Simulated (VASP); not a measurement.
Level of theory: LDA (Ceperley-Alder, Perdew-Zunger), VASP's LDA PAW potentials (set 64) (plane waves; VASP 6.6.1).

The input files of a VASP run:

**INCAR**
```
SYSTEM = MgH2
PREC = Accurate
ENCUT = 300
EDIFF = 1E-6
NELM = 100
ALGO = Normal
LREAL = .FALSE.
LASPH = .TRUE.
ISMEAR = -1
SIGMA = 0.05
LWAVE = .FALSE.
LCHARG = .FALSE.
ISIF = 2
```

**POSCAR**
```
MgH2
4.5706240
  1.0000000000   0.0000000000   0.0000000000
  0.0000000000   1.0000000000   0.0000000000
  0.0000000000   0.0000000000   0.6681415929
Mg H
2 4
direct
  0.0000000000   0.0000000000   0.0000000000
  0.5000000000   0.5000000000   0.5000000000
  0.3040000000   0.3040000000   0.0000000000
  0.8040000000   0.1960000000   0.5000000000
  0.1960000000   0.8040000000   0.5000000000
  0.6960000000   0.6960000000   0.0000000000
```

KPOINTS:
```
Automatic mesh
0
Gamma
4 4 6
0 0 0
```

POTCAR, in this order: Mg H (LDA.64 set). Program: vasp_std.

Output

### OSZICAR
```
       N       E                     dE             d eps       ncg     rms          rms(c)
DAV:   1    -0.629925590852E+01   -0.62993E+01   -0.23005E+03   384   0.473E+02
DAV:   2    -0.197067574504E+02   -0.13408E+02   -0.13112E+02   568   0.674E+01
DAV:   3    -0.200363812896E+02   -0.32962E+00   -0.32962E+00   488   0.141E+01
DAV:   4    -0.200370317224E+02   -0.65043E-03   -0.65043E-03   536   0.628E-01
DAV:   5    -0.200370331175E+02   -0.13952E-05   -0.13952E-05   472   0.195E-02    0.621E+00
DAV:   6    -0.190850970247E+02    0.95194E+00   -0.82284E-01   384   0.497E+00    0.316E+00
DAV:   7    -0.187475523623E+02    0.33754E+00   -0.10195E+00   448   0.577E+00    0.482E-01
DAV:   8    -0.187495737306E+02   -0.20214E-02   -0.11699E-02   384   0.796E-01    0.104E-01
DAV:   9    -0.187491926303E+02    0.38110E-03   -0.10176E-03   488   0.181E-01    0.145E-02
DAV:  10    -0.187491956036E+02   -0.29733E-05   -0.20955E-05   440   0.352E-02    0.835E-03
DAV:  11    -0.187491951018E+02    0.50175E-06   -0.25964E-06   280   0.821E-03
   1 F= -.18749195E+02 E0= -.18749195E+02  d E =-.107030E-09
```

File OUTCAR:
```
------------------------ aborting loop because EDIFF is reached ----------------------------------------
  FORCE on cell =-STRESS in cart. coord.  units (eV):
  Direction    XX          YY          ZZ          XY          YZ          ZX
  --------------------------------------------------------------------------------------
  Total       -2.2195621     -2.2195621     -2.6605913      0.0000000      0.0000000      0.0000000
  in kB      -55.7420426    -55.7420426    -66.8180422      0.0000000      0.0000000      0.0000000
  external PRESSURE =     -59.4340425 kB  Pullay stress =       0.0000000 kB
  volume of cell :       63.80
      direct lattice vectors                 reciprocal lattice vectors
     4.570624000  0.000000000  0.000000000     0.218788507  0.000000000  0.000000000
     0.000000000  4.570624000  0.000000000     0.000000000  0.218788507  0.000000000
     0.000000000  0.000000000  3.053824000     0.000000000  0.000000000  0.327458295
 POSITION                                       TOTAL-FORCE (eV/Angst)
 -----------------------------------------------------------------------------------
      0.00000      0.00000      0.00000        -0.000000      0.000000     -0.000000
      2.28531      2.28531      1.52691        -0.000000      0.000000     -0.000000
      1.38947      1.38947      0.00000         0.019813      0.019813     -0.000000
      3.67478      0.89584      1.52691         0.019813     -0.019813      0.000000
      0.89584      3.67478      1.52691        -0.019813      0.019813     -0.000000
      3.18115      3.18115      0.00000        -0.019813     -0.019813      0.000000
 -----------------------------------------------------------------------------------
    total drift:                                0.000000     -0.000000      0.000000
  FREE ENERGIE OF THE ION-ELECTRON SYSTEM (eV)
  ---------------------------------------------------
  free  energy   TOTEN  =       -18.7491951018 eV

  energy  without entropy=      -18.7491951017  energy(sigma->0) =      -18.74919510
```
(Selected blocks of OUTCAR.)

File OUTCAR:
```
 val. band max:       -0.8237693805   @ k =   0.2500   0.0000   0.0000

 cond. band min:       2.5598038658   @ k =   0.5000   0.5000   0.5000


 Fermi energy:         0.2579123109

 k-point     1 :       0.0000    0.0000    0.0000
  band No.  band energies     occupation
      1      -7.2187      2.00000
      2      -2.2637      2.00000
      3      -2.2637      2.00000
      4      -1.2770      2.00000
      5       3.6078      0.00000
      6       3.7986      0.00000
      7       7.8496      0.00000
      8       7.8496      0.00000

 k-point     2 :       0.2500    0.0000    0.0000
  band No.  band energies     occupation
      1      -6.8155      2.00000
      2      -3.8295      2.00000
      3      -1.9904      2.00000
      4      -0.8238      2.00000
      5       3.5032      0.00000
      6       5.2676      0.00000
      7       5.9019      0.00000
      8       8.7353      0.00000

 k-point     3 :       0.5000    0.0000    0.0000
  band No.  band energies     occupation
      1      -5.6352      2.00000
      2      -5.6352      2.00000
      3      -1.3054      2.00000
      4      -1.3054      2.00000
      5       4.1081      0.00000
      6       4.1081      0.00000
      7       8.8509      0.00000
      8       8.8509      0.00000

 k-point     4 :       0.2500    0.2500    0.0000
  band No.  band energies     occupation
      1      -6.4193      2.00000
      2      -3.8277      2.00000
      3      -3.0108      2.00000
      4      -1.1737      2.00000
      5       4.4663      0.00000
      6       5.6947      0.00000
      7       6.8708      0.00000
      8       8.7273      0.00000

 k-point     5 :       0.5000    0.2500    0.0000
  band No.  band energies     occupation
      1      -5.2792      2.00000
      2      -5.2792      2.00000
      3      -2.3523      2.00000
      4      -2.3523      2.00000
      5       5.5997      0.00000
      6       5.5997      0.00000
      7       9.0466      0.00000
...
```

At this cut-off the stress carries a Pulay error, which pulls relaxed volumes low.

The structure is a typed MgH2 crystal (P4_2/mnm). The cell was not relaxed at this level.
